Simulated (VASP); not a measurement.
Given:

```yaml
crystal:
  lattice:
    - [1.59113, -2.75592, 0.00000]
    - [1.59113, 2.75592, 0.00000]
    - [0.00000, 0.00000, 12.76567]
  atoms:
    - { symbol: Mo, position: [0.33333, 0.66667, 0.25000] }
    - { symbol: Mo, position: [0.66667, 0.33333, 0.75000] }
    - { symbol: S, position: [0.33333, 0.66667, 0.87167] }
    - { symbol: S, position: [0.66667, 0.33333, 0.37167] }
    - { symbol: S, position: [0.66667, 0.33333, 0.12833] }
    - { symbol: S, position: [0.33333, 0.66667, 0.62833] }
```

Method: r2SCAN meta-GGA, VASP's PBE PAW potentials (set 64) (plane waves; VASP). Numerical set-up: 400 eV cut-off, 9×9×2 Γ-centred mesh, tetrahedra with Blöchl corrections, potentials Mo_sv S.

The cores are frozen, which limits the accuracy of field gradients.

Task: Give the principal components of the electric field gradient (V/Å²) and the asymmetry η at each nucleus.

Result: 
| atom | Vxx | Vyy | Vzz | η |
|---|---|---|---|---|
| Mo1 | 40.6 | 40.6 | -81.2 | 0.00 |
| Mo2 | 40.6 | 40.6 | -81.2 | 0.00 |
| S3 | 27.9 | 27.9 | -55.9 | 0.00 |
| S4 | 27.9 | 27.9 | -55.9 | 0.00 |
| S5 | 27.9 | 27.9 | -55.9 | 0.00 |
| S6 | 27.9 | 27.9 | -55.9 | 0.00 |

The compound is MoS2 in the 2H layered structure. It was relaxed first, which changed the volume by +5 %.
